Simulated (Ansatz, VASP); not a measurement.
**MgB3Pd3: VASP beside Ansatz**

```
CELL_PARAMETERS angstrom
4.65022 0.00000 0.00000
0.00000 4.65022 0.00000
0.00000 0.00000 4.65022
ATOMIC_POSITIONS crystal
Mg 0.50000 0.50000 0.50000
B 0.00000 0.50000 0.00000
B 0.50000 0.00000 0.00000
B 0.00000 0.00000 0.50000
Pd 0.00000 0.50000 0.50000
Pd 0.50000 0.50000 0.00000
Pd 0.50000 0.00000 0.50000
```

Change from the starting cell: species swapped into the Ce3GaBr3 type (Pm-3m, No. 221).

Alike in both runs: functional PBE; k mesh 4 × 4 × 4; occupations gaussian, width 0.1 eV; no spin polarisation.

Ansatz relaxed the structure, and its values are those at the end. VASP's run is a single point on that final structure, the one shown.

```csv
,VASP,Ansatz
version,VASP 6.6.1,Ansatz 0.2.0
potentials or method,"VASP PAW PBE potentials, release 64 (Mg, B, Pd)","scalar-relativistic, plane waves, PAW"
plane-wave cutoff (eV),520,420
valence electrons in the cell,41,73
```

|  | VASP | Ansatz | Ansatz less VASP |
| --- | --- | --- | --- |
| gap on the k mesh at the Fermi level (eV) | none | none | - |
| pressure (GPa) | 0.0 | 0.1 | +0.04 |

A gap of «none» marks a metal or a gap that the smearing closes. The two sets of potentials don't hold the same shells in valence.
